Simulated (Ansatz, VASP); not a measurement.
# HfC: VASP beside Ansatz, part 2 of 2

Wanted: the spread between two codes on one cell, functional and k mesh. The cell is taken from a series of runs on this material, whose earlier steps may have relaxed, scaled, displaced or heated it; both programs get it as it stands.

VASP 6.6.1 and Ansatz 0.2.0.

So far: The starting structure; Ansatz: zone-centre phonons, PBEsol.

## Step 3: VASP: zone-centre phonons, PBEsol

Level of this step: PBEsol; plane waves and PAW (C, Hf_pv) (VASP).

The same cell, functional, mesh and smearing now go to VASP, with its own data sets.

Lines of VASP's logs that name or quote its potential files are left out, and so is its time.

Contents of INCAR:

```
SYSTEM = HfC
PREC = Accurate
ENCUT = 600
EDIFF = 1E-08
NELM = 120
ISMEAR = 1
SIGMA = 0.2
LREAL = .FALSE.
ALGO = Normal
GGA = PS
NBANDS = 13
LASPH = .TRUE.
LORBIT = 11
LWAVE = .FALSE.
LCHARG = .FALSE.
ISIF = 2
IBRION = 8
GGA_COMPAT = .FALSE.
KPAR = 2
```

Contents of POSCAR:

```
HfC
1.0
    0.0000000000      2.2896803559      2.3957232733
    2.2896803559      0.0000000000      2.3957232733
    2.2896803559      2.2896803559      0.0000000000
C Hf
1 1
Direct
    0.0000000000      0.0000000000      0.0000000000
    0.5000000000      0.5000000000      0.5000000000
```

Contents of KPOINTS:

```
Automatic mesh
0
Gamma
16 16 16
0 0 0
```

PAW data sets: C and Hf_pv (PBE family, release 64).

Command:

```bash
$ mpirun -np 2 vasp_std
```

Numbers of over 12 decimals in the logs are rounded to 6 here.

What it wrote:

```text
[banner, memory and clock lines left out]
running    2 mpi-ranks, on    1 nodes
 distrk:  each k-point on    1 cores,    2 groups
 distr:  one band on    1 cores,    1 groups

 POSCAR found type information on POSCAR C Hf
 POSCAR found :  2 types and       2 ions
|                                                                             |
|               ----> ADVICE to this user running VASP <----                  |
|                                                                             |
|     You enforced a specific xc type in the INCAR file but a different       |
|     [... a line on the potential file left out ...]
|     I HOPE YOU KNOW WHAT YOU ARE DOING!                                     |
|                                                                             |

 LDA part: xc-table for (Slater+PW92), standard interpolation
 POSCAR, INCAR and KPOINTS ok, starting setup
 FFT: planning ... GRIDC
 FFT: planning ... GRID_SOFT
 FFT: planning ... GRID
 WAVECAR not read
 entering main loop
       N       E                     dE             d eps       ncg     rms          rms(c)
DAV:   1     0.247163541287E+02    0.24716E+02   -0.85905E+03  9082   0.119E+03
DAV:   2    -0.232581087289E+02   -0.47974E+02   -0.44885E+02 11507   0.220E+02
DAV:   3    -0.250504306171E+02   -0.17923E+01   -0.17815E+01 11233   0.303E+01
DAV:   4    -0.250604189745E+02   -0.99884E-02   -0.99871E-02 10227   0.273E+00
DAV:   5    -0.250604909120E+02   -0.71938E-04   -0.71935E-04 11313   0.211E-01    0.586E+01
DAV:   6    -0.222234731225E+02    0.28370E+01   -0.12481E+01 10474   0.186E+01    0.414E+01
DAV:   7    -0.221598304741E+02    0.63643E-01   -0.56630E-01 10224   0.535E+00    0.239E+01
DAV:   8    -0.221474391009E+02    0.12391E-01   -0.68567E-02 10969   0.209E+00    0.534E+00
DAV:   9    -0.221414072835E+02    0.60318E-02   -0.26945E-02 10629   0.917E-01    0.195E+00
DAV:  10    -0.221409660285E+02    0.44125E-03   -0.17083E-03 10858   0.303E-01    0.762E-02
DAV:  11    -0.221409647817E+02    0.12469E-05   -0.83189E-05 10659   0.822E-02    0.408E-02
DAV:  12    -0.221409645376E+02    0.24407E-06   -0.16747E-06 11298   0.116E-02    0.383E-03
DAV:  13    -0.221409643974E+02    0.14018E-06   -0.25807E-07 11179   0.324E-03    0.106E-03
DAV:  14    -0.221409643719E+02    0.25497E-07   -0.14916E-08  8414   0.108E-03    0.490E-04
DAV:  15    -0.221409643773E+02   -0.54163E-08   -0.12091E-09  5037   0.324E-04
   1 F= -.22140964E+02 E0= -.22141032E+02  d E =0.202569E-03
 Linear response reoptimize wavefunctions to high precision
DAV:   1    -0.221409643801E+02   -0.27424E-08   -0.22744E-10  5637   0.128E-04
DAV:   2    -0.221409643801E+02   -0.32969E-10   -0.19489E-11  4777   0.381E-05
 Linear response DOF=           4
 Linear response progress:
  Degree of freedom:   1/  4
       N       E                     dE             d eps       ncg     rms          rms(c)
RMM:   1    -0.123910358538E+00   -0.12391E+00    0.24987E-02 35586   0.192E+00
RMM:   2    -0.119092035015E+00    0.48183E-02   -0.38653E-03 25919   0.367E-01    0.476E-01
RMM:   3    -0.119467862795E+00   -0.37583E-03   -0.71374E-04 23779   0.152E-01    0.251E-01
RMM:   4    -0.120409997196E+00   -0.94213E-03   -0.40330E-04 24437   0.112E-01    0.415E-02
RMM:   5    -0.120407201484E+00    0.27957E-05   -0.11421E-05 26690   0.250E-02    0.119E-02
RMM:   6    -0.120408251931E+00   -0.10504E-05   -0.43825E-07 28435   0.444E-03    0.465E-03
RMM:   7    -0.120396307160E+00    0.11945E-04   -0.11147E-07 27242   0.227E-03    0.263E-03
RMM:   8    -0.120400315618E+00   -0.40085E-05   -0.16859E-08 28595   0.772E-04    0.432E-04
RMM:   9    -0.120399318433E+00    0.99719E-06   -0.24504E-09 29854   0.170E-04    0.185E-04
RMM:  10    -0.120399284104E+00    0.34329E-07   -0.11322E-08 30532   0.438E-05    0.361E-05
RMM:  11    -0.120399288119E+00   -0.40154E-08   -0.58900E-09 29681   0.157E-05    0.671E-06
 first order change of Fermi-energy  -0.11000E-02
 force on displaced ion       1 direction 1 :  -9.028   0.000   0.000
 Linear response progress:
  Degree of freedom:   2/  4
       N       E                     dE             d eps       ncg     rms          rms(c)
RMM:   1    -0.117550721625E+00   -0.11755E+00    0.53411E-02 20007   0.179E+00
RMM:   2    -0.116776662248E+00    0.77406E-03   -0.22821E-03 14565   0.300E-01    0.284E-01
RMM:   3    -0.117138159414E+00   -0.36150E-03   -0.50779E-04 13149   0.128E-01    0.145E-01
RMM:   4    -0.117968749572E+00   -0.83059E-03   -0.34401E-04 13657   0.102E-01    0.286E-02
RMM:   5    -0.117970215489E+00   -0.14659E-05   -0.93261E-06 15099   0.216E-02    0.859E-03
RMM:   6    -0.117965672761E+00    0.45427E-05   -0.41233E-07 15889   0.423E-03    0.394E-03
RMM:   7    -0.117957876270E+00    0.77965E-05   -0.57693E-08 15433   0.167E-03    0.251E-03
RMM:   8    -0.117959354283E+00   -0.14780E-05   -0.92409E-09 16167   0.646E-04    0.370E-04
RMM:   9    -0.117959078683E+00    0.27560E-06   -0.14990E-10 16819   0.127E-04    0.186E-04
RMM:  10    -0.117959072502E+00    0.61809E-08    0.89520E-11 17210   0.390E-05    0.279E-05
 first order change of Fermi-energy   0.30626E-02
 force on displaced ion       1 direction 3 :   0.000   0.000  -4.847
 Linear response progress:
  Degree of freedom:   3/  4
       N       E                     dE             d eps       ncg     rms          rms(c)
RMM:   1    -0.214443590060E+00   -0.21444E+00    0.38537E+00 17828   0.122E+01
RMM:   2    -0.210971850172E+00    0.34717E-02   -0.31963E-02 24891   0.131E+00    0.565E-01
RMM:   3    -0.210161738978E+00    0.81011E-03   -0.10219E-03 31312   0.165E-01    0.245E-01
RMM:   4    -0.209601905685E+00    0.55983E-03   -0.94959E-05 33468   0.613E-02    0.145E-01
RMM:   5    -0.209140068338E+00    0.46184E-03   -0.34693E-05 33317   0.424E-02    0.153E-02
RMM:   6    -0.209132454624E+00    0.76137E-05   -0.33691E-06 33412   0.116E-02    0.743E-03
RMM:   7    -0.209140077524E+00   -0.76229E-05   -0.37571E-07 36110   0.267E-03    0.728E-03
RMM:   8    -0.209140117136E+00   -0.39612E-07   -0.32716E-06 35280   0.650E-04    0.227E-03
RMM:   9    -0.209140566989E+00   -0.44985E-06   -0.30163E-06 37220   0.318E-04    0.522E-05
RMM:  10    -0.209140917713E+00   -0.35072E-06   -0.18716E-06 35933   0.110E-04    0.144E-05
RMM:  11    -0.209140995685E+00   -0.77972E-07   -0.96633E-07 38798   0.463E-05    0.319E-05
RMM:  12    -0.209141013269E+00   -0.17583E-07   -0.51036E-07 36362   0.229E-05    0.359E-05
RMM:  13    -0.209141028581E+00   -0.15312E-07   -0.28826E-07 32850   0.146E-05    0.839E-06
RMM:  14    -0.209141025602E+00    0.29782E-08   -0.18056E-07 25972   0.108E-05    0.122E-05
RMM:  15    -0.209141027219E+00   -0.16170E-08   -0.11328E-07 23244   0.880E-06    0.820E-06
RMM:  16    -0.209141030875E+00   -0.36559E-08   -0.78718E-08 22385   0.788E-06    0.169E-06
 first order change of Fermi-energy   0.14708E-02
 force on displaced ion       2 direction 1 :  -9.029   0.000   0.000
 Linear response progress:
  Degree of freedom:   4/  4
       N       E                     dE             d eps       ncg     rms          rms(c)
RMM:   1    -0.218055796556E+00   -0.21806E+00    0.34498E+00 10309   0.116E+01
RMM:   2    -0.215626338773E+00    0.24295E-02   -0.30746E-02 14036   0.126E+00    0.411E-01
RMM:   3    -0.215010210909E+00    0.61613E-03   -0.85998E-04 17397   0.146E-01    0.144E-01
RMM:   4    -0.214591274457E+00    0.41894E-03   -0.62883E-05 18635   0.464E-02    0.105E-01
RMM:   5    -0.214139276269E+00    0.45200E-03   -0.23448E-05 18256   0.370E-02    0.105E-02
RMM:   6    -0.214127725779E+00    0.11550E-04   -0.11811E-06 19218   0.873E-03    0.341E-03
RMM:   7    -0.214139058823E+00   -0.11333E-04   -0.32878E-07 19409   0.236E-03    0.405E-03
RMM:   8    -0.214139510925E+00   -0.45210E-06   -0.73726E-08 19455   0.541E-04    0.992E-04
RMM:   9    -0.214139661206E+00   -0.15028E-06   -0.43895E-07 20430   0.216E-04    0.174E-04
RMM:  10    -0.214139856792E+00   -0.19559E-06   -0.36286E-07 20071   0.705E-05    0.359E-05
RMM:  11    -0.214139900079E+00   -0.43287E-07   -0.15815E-07 21550   0.308E-05    0.239E-05
RMM:  12    -0.214139909014E+00   -0.89349E-08   -0.59887E-08 19260   0.145E-05    0.132E-05
 first order change of Fermi-energy  -0.27927E-02
 force on displaced ion       2 direction 3 :   0.000   0.000  -4.849
 Linear response finished
```

From OUTCAR (step 3):

```text
ion  position               nearest neighbor table
   1  0.000  0.000  0.000-   2 2.29   2 2.29   2 2.29   2 2.29   2 2.40   2 2.40
   2  0.500  0.500  0.500-   1 2.29   1 2.29   1 2.29   1 2.29   1 2.40   1 2.40

  LATTYP: Found a body centered tetragonal cell.
 ALAT       =     3.2380970128
 C/A-ratio  =     1.4797106225

 Subroutine GETGRP returns: Found 16 space group operations
 (whereof 16 operations were pure point group operations)

The static configuration has the point symmetry D_4h.

 Found    349 irreducible k-points:

   k-points           NKPTS =    349   k-points in BZ     NKDIM =    349   number of bands    NBANDS=     13

   dimension x,y,z NGX =    28 NGY =   28 NGZ =   28
   dimension x,y,z NGXF=    56 NGYF=   56 NGZF=   56

   ENCUT  =  600.0 eV  44.10 Ry    6.64 a.u.   6.62  6.62  6.47*2*pi/ulx,y,z

   NELECT =      14.0000    total number of electrons

 k-points in reciprocal lattice and weights: Automatic mesh
   0.00000000  0.00000000  0.00000000       0.000
   0.06250000 -0.00000000  0.00000000       0.002
   0.12500000 -0.00000000  0.00000000       0.002
   0.18750000  0.00000000  0.00000000       0.002
   0.25000000 -0.00000000  0.00000000       0.002
   0.31250000 -0.00000000  0.00000000       0.002
   0.37500000  0.00000000  0.00000000       0.002
   0.43750000 -0.00000000  0.00000000       0.002
   0.50000000 -0.00000000  0.00000000       0.001
[...]
-0.31250000  0.18750000  0.50000000       0.001
  -0.25000000  0.25000000  0.50000000       0.000

 average (electrostatic) potential at core
       1 -47.8844       2 -35.2561

  Total       -0.0656365     -0.0656365     -2.6772333      0.0000000      0.0000000      0.0000000
  in kB       -4.1863879     -4.1863879   -170.7577557      0.0000000      0.0000000      0.0000000
  external PRESSURE =     -59.7101772 kB  Pullay stress =       0.0000000 kB

  energy-cutoff  :      600.00
  volume of cell :       25.12
      direct lattice vectors                 reciprocal lattice vectors
     0.000000000  2.289680356  2.395723273    -0.218371092  0.218371092  0.208705240
     2.289680356  0.000000000  2.395723273     0.218371092 -0.218371092  0.208705240
     2.289680356  2.289680356  0.000000000     0.218371092  0.218371092 -0.208705240

 POSITION                                       TOTAL-FORCE (eV/Angst)
 -----------------------------------------------------------------------------------
      0.00000      0.00000      0.00000         0.000000     -0.000000      0.000000
      2.28968      2.28968      2.39572        -0.000000      0.000000      0.000000
 -----------------------------------------------------------------------------------
    total drift:                                0.000000      0.000000      0.000000

 Eigenvectors and eigenvalues of the dynamical matrix
 ----------------------------------------------------

   1 f  =   14.002515 THz    87.980396 2PiTHz  467.073621 cm-1    57.909722 meV
             X         Y         Z           dx          dy          dz
      0.000000  0.000000  0.000000     0.000000    0.967958    0.000000
      2.289680  2.289680  2.395723     0.000000   -0.251110    0.000000

   2 f  =   14.002515 THz    87.980396 2PiTHz  467.073621 cm-1    57.909722 meV
             X         Y         Z           dx          dy          dz
      0.000000  0.000000  0.000000    -0.967958    0.000000    0.000000
      2.289680  2.289680  2.395723     0.251110    0.000000    0.000000

   3 f  =   10.259762 THz    64.463987 2PiTHz  342.228829 cm-1    42.430948 meV
             X         Y         Z           dx          dy          dz
      0.000000  0.000000  0.000000     0.000000    0.000000    0.967950
      2.289680  2.289680  2.395723     0.000000    0.000000   -0.251143

   4 f/i=    0.000196 THz     0.001233 2PiTHz    0.006546 cm-1     0.000812 meV
             X         Y         Z           dx          dy          dz
      0.000000  0.000000  0.000000    -0.050715    0.245936    0.000000
      2.289680  2.289680  2.395723    -0.195491    0.948012    0.000000

   5 f/i=    0.000196 THz     0.001233 2PiTHz    0.006546 cm-1     0.000812 meV
             X         Y         Z           dx          dy          dz
      0.000000  0.000000  0.000000     0.245936    0.050715    0.000000
      2.289680  2.289680  2.395723     0.948012    0.195491    0.000000

   6 f/i=    0.000488 THz     0.003066 2PiTHz    0.016275 cm-1     0.002018 meV
             X         Y         Z           dx          dy          dz
      0.000000  0.000000  0.000000     0.000000    0.000000   -0.251143
      2.289680  2.289680  2.395723     0.000000    0.000000   -0.967950

 ELASTIC MODULI CONTR FROM IONIC RELAXATION (kBar)
 Direction    XX          YY          ZZ          XY          YZ          ZX
 --------------------------------------------------------------------------------
 XX           0.0000      0.0000      0.0000      0.0000      0.0000      0.0000
 YY           0.0000      0.0000      0.0000      0.0000      0.0000      0.0000
 ZZ           0.0000      0.0000      0.0000      0.0000      0.0000      0.0000
 XY           0.0000      0.0000      0.0000      0.0000      0.0000      0.0000
 YZ           0.0000      0.0000      0.0000      0.0000      0.0000      0.0000
 ZX           0.0000      0.0000      0.0000      0.0000      0.0000      0.0000
 --------------------------------------------------------------------------------
```

Harder data sets than Hf_pv exist (the GW ones), and pressures, volumes and forces can shift noticeably with them.

## Step 4: Comparison

Known differences besides the potentials themselves: the data sets hold 30 valence electrons in Ansatz (on its PAW soft_1 files) and 14 in VASP; the cutoff is 420 eV in Ansatz and 600 eV in VASP; Ansatz makes its cores anew for this functional, VASP keeps those of its PBE data sets. Total energies have different zeros and are not compared.

Both answers:

| quantity | Ansatz | VASP | difference |
| --- | --- | --- | --- |
| optical mode 1 (cm⁻¹) | 346.5 | 342.2 | +1.25 % |
| optical mode 2 to 3 (cm⁻¹) | 467.4 | 467.1 | +0.08 % |

Modes are paired by rising frequency, not by their patterns, so a pair may set unlike modes beside each other; they are those without the splitting of longitudinal modes.

## Step 5: Results

- r.m.s. difference of the optical zone-centre modes, each program's sorted by frequency (zone-centre phonons, PBEsol): 2.5 cm⁻¹
- difference in optical mode 1 (zone-centre phonons, PBEsol): +1.2 %

**Reading.** The r.m.s. difference of the optical zone-centre modes, each program's sorted by frequency is 2.5 cm⁻¹ (zone-centre phonons, PBEsol). The data sets hold unlike numbers of valence electrons (30 in Ansatz and 14 in VASP), so part of the differences comes from the potentials. Among the rows given in per cent, the largest difference of the zone-centre phonons, PBEsol pair is in optical mode 1, +1.2 %. How closely two codes agree says nothing of how well the functional describes the real material.

[Lines on the potential files, build, host, timing and source positions are cut from VASP's logs without a mark.]

[Logs are printed without paths, hosts, clocks, repeated set-up lines and the standing remarks that a program may print on its own settings, such as how far it seeks lower states.]

[Hosts, paths, dates, database ids (printed as entryN), source tags and the programs' standing remarks are cut or masked in the printed files.]
